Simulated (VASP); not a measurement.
These are PBE GGA, VASP's PBE PAW potentials (set 64) (plane waves; VASP) values and carry that method's errors.

A VASP calculation is set up with these files.

KPOINTS:
```
Automatic mesh
0
Gamma
1 1 1
0 0 0
```

File POSCAR:
```
Cd27Te27
1
    0.0000000000     9.9345709374     9.9345709374
    9.9345709374     0.0000000000     9.9345709374
    9.9345709374     9.9345709374     0.0000000000
Cd Te
27 27
Direct
  0.0000000000   0.0000000000   0.0000000000
  0.0000000000   0.0000000000   0.3333330000
  0.0000000000   0.0000000000   0.6666670000
  0.0000000000   0.3333330000   0.0000000000
  0.0000000000   0.3333330000   0.3333330000
  0.0000000000   0.3333330000   0.6666670000
  0.0000000000   0.6666670000   0.0000000000
  0.0000000000   0.6666670000   0.3333330000
  0.0000000000   0.6666670000   0.6666670000
  0.3333330000   0.0000000000   0.0000000000
  0.3333330000   0.0000000000   0.3333330000
  0.3333330000   0.0000000000   0.6666670000
  0.3333330000   0.3333330000   0.0000000000
  0.3333330000   0.3333330000   0.3333330000
  0.3333330000   0.3333330000   0.6666670000
  0.3333330000   0.6666670000   0.0000000000
  0.3333330000   0.6666670000   0.3333330000
  0.3333330000   0.6666670000   0.6666670000
  0.6666670000   0.0000000000   0.0000000000
  0.6666670000   0.0000000000   0.3333330000
  0.6666670000   0.0000000000   0.6666670000
  0.6666670000   0.3333330000   0.0000000000
  0.6666670000   0.3333330000   0.3333330000
  0.6666670000   0.3333330000   0.6666670000
  0.6666670000   0.6666670000   0.0000000000
  0.6666670000   0.6666670000   0.3333330000
  0.6666670000   0.6666670000   0.6666670000
  0.0833330000   0.0833330000   0.0833330000
  0.0833330000   0.0833330000   0.4166670000
  0.0833330000   0.0833330000   0.7500000000
  0.0833330000   0.4166670000   0.0833330000
  0.0833330000   0.4166670000   0.4166670000
  0.0833330000   0.4166670000   0.7500000000
  0.0833330000   0.7500000000   0.0833330000
  0.0833330000   0.7500000000   0.4166670000
  0.0833330000   0.7500000000   0.7500000000
  0.4166670000   0.0833330000   0.0833330000
  0.4166670000   0.0833330000   0.4166670000
  0.4166670000   0.0833330000   0.7500000000
  0.4166670000   0.4166670000   0.0833330000
  0.4166670000   0.4166670000   0.4166670000
  0.4166670000   0.4166670000   0.7500000000
  0.4166670000   0.7500000000   0.0833330000
  0.4166670000   0.7500000000   0.4166670000
  0.4166670000   0.7500000000   0.7500000000
  0.7500000000   0.0833330000   0.0833330000
  0.7500000000   0.0833330000   0.4166670000
  0.7500000000   0.0833330000   0.7500000000
  0.7500000000   0.4166670000   0.0833330000
  0.7500000000   0.4166670000   0.4166670000
  0.7500000000   0.4166670000   0.7500000000
  0.7500000000   0.7500000000   0.0833330000
  0.7500000000   0.7500000000   0.4166670000
  0.7500000000   0.7500000000   0.7500000000
```

### INCAR
```
ALGO=Fast
EDIFF=1E-5
EDIFFG=-0.03
ENCUT=400
GGA=PE
IBRION=2
ISIF=2
ISMEAR=0
LASPH=T
LCHARG=F
LMAXMIX=4
LREAL=Auto
LWAVE=T
NELM=100
NELMIN=4
NSW=20
PREC=Normal
SIGMA=0.05
SYMPREC=1E-4
SYSTEM=Cd27Te27
```

POTCAR, in this order: Cd Te (PBE.64 set). Program: vasp_gam.

What VASP printed:

OUTCAR:
```
 ion  position               nearest neighbor table
   1  0.000  0.000  0.000-  28 2.87  30 2.87  34 2.87  46 2.87
   2  0.000  0.000  0.333-  28 2.87  29 2.87  35 2.87  47 2.87
   3  0.000  0.000  0.667-  30 2.87  29 2.87  36 2.87  48 2.87
   4  0.000  0.333  0.000-  28 2.87  31 2.87  33 2.87  49 2.87
   5  0.000  0.333  0.333-  29 2.87  31 2.87  50 2.87  32 2.87
   6  0.000  0.333  0.667-  30 2.87  32 2.87  33 2.87  51 2.87
   7  0.000  0.667  0.000-  34 2.87  31 2.87  36 2.87  52 2.87
   8  0.000  0.667  0.333-  32 2.87  34 2.87  35 2.87  53 2.87
   9  0.000  0.667  0.667-  36 2.87  35 2.87  33 2.87  54 2.87
  10  0.333  0.000  0.000-  28 2.87  37 2.87  39 2.87  43 2.87
  11  0.333  0.000  0.333-  29 2.87  37 2.87  44 2.87  38 2.87
  12  0.333  0.000  0.667-  30 2.87  38 2.87  39 2.87  45 2.87
  13  0.333  0.333  0.000-  31 2.87  37 2.87  42 2.87  40 2.87
  14  0.333  0.333  0.333-  32 2.87  38 2.87  40 2.87  41 2.87
  15  0.333  0.333  0.667-  33 2.87  39 2.87  41 2.87  42 2.87
  16  0.333  0.667  0.000-  34 2.87  40 2.87  43 2.87  45 2.87
  17  0.333  0.667  0.333-  35 2.87  43 2.87  41 2.87  44 2.87
  18  0.333  0.667  0.667-  36 2.87  42 2.87  44 2.87  45 2.87
  19  0.667  0.000  0.000-  46 2.87  37 2.87  48 2.87  52 2.87
  20  0.667  0.000  0.333-  38 2.87  46 2.87  47 2.87  53 2.87
  21  0.667  0.000  0.667-  48 2.87  47 2.87  39 2.87  54 2.87
  22  0.667  0.333  0.000-  40 2.87  46 2.87  49 2.87  51 2.87
  23  0.667  0.333  0.333-  47 2.87  49 2.87  41 2.87  50 2.87
  24  0.667  0.333  0.667-  42 2.87  48 2.87  50 2.87  51 2.87
...
```

### OSZICAR
```
       N       E                     dE             d eps       ncg     rms          rms(c)
DAV:   1     0.408782445070E+04    0.40878E+04   -0.20821E+05   600   0.125E+03
DAV:   2     0.202345464870E+03   -0.38855E+04   -0.37341E+04   660   0.347E+02
DAV:   3    -0.123914300218E+03   -0.32626E+03   -0.32279E+03   664   0.104E+02
DAV:   4    -0.131161809150E+03   -0.72475E+01   -0.72222E+01   624   0.142E+01
DAV:   5    -0.131371989325E+03   -0.21018E+00   -0.21004E+00   696   0.219E+00    0.265E+01
RMM:   6    -0.124172506946E+03    0.71995E+01   -0.16715E+01   584   0.667E+00    0.216E+01
RMM:   7    -0.123695652491E+03    0.47685E+00   -0.84866E+00   584   0.317E+00    0.674E+00
RMM:   8    -0.123701891957E+03   -0.62395E-02   -0.46566E-01   584   0.124E+00    0.250E+00
RMM:   9    -0.123706618001E+03   -0.47260E-02   -0.87631E-02   585   0.468E-01    0.125E+00
RMM:  10    -0.123706030632E+03    0.58737E-03   -0.15165E-02   598   0.237E-01    0.314E-01
RMM:  11    -0.123707717809E+03   -0.16872E-02   -0.55826E-03   584   0.955E-02    0.209E-01
RMM:  12    -0.123707633977E+03    0.83832E-04   -0.92830E-04   585   0.549E-02    0.859E-02
RMM:  13    -0.123707750609E+03   -0.11663E-03   -0.35876E-04   507   0.242E-02    0.145E-01
RMM:  14    -0.123707632695E+03    0.11791E-03   -0.51051E-04   591   0.218E-02    0.368E-02
RMM:  15    -0.123707639498E+03   -0.68032E-05   -0.73063E-05   449   0.101E-02
   1 F= -.12370764E+03 E0= -.12370764E+03  d E =-.123708E+03
```

### OUTCAR
```
------------------------ aborting loop because EDIFF is reached ----------------------------------------
  FORCE on cell =-STRESS in cart. coord.  units (eV):
  Direction    XX          YY          ZZ          XY          YZ          ZX
  --------------------------------------------------------------------------------------
  Total        5.2807421      5.2807421      5.2807421     -0.0000000      0.0000000     -0.0000000
  in kB        4.3144774      4.3144774      4.3144774     -0.0000000      0.0000000     -0.0000000
  external PRESSURE =       4.3144774 kB  Pullay stress =       0.0000000 kB
  volume of cell :     1961.00
      direct lattice vectors                 reciprocal lattice vectors
     0.000000000  9.934570937  9.934570937    -0.050329300  0.050329300  0.050329300
     9.934570937  0.000000000  9.934570937     0.050329300 -0.050329300  0.050329300
     9.934570937  9.934570937  0.000000000     0.050329300  0.050329300 -0.050329300
  FREE ENERGIE OF THE ION-ELECTRON SYSTEM (eV)
  ---------------------------------------------------
  free  energy   TOTEN  =      -123.7076394985 eV

  energy  without entropy=     -123.7076394985  energy(sigma->0) =     -123.70763950

 reached required accuracy - stopping structural energy minimisation
```
(Selected blocks of OUTCAR.)

The supercell is sampled at Γ alone, which is coarse: total energies, pressure and levels can be off, energies of defects by several tenths of an eV.

The cell is a supercell, built from a database entry that may be metastable or hypothetical.
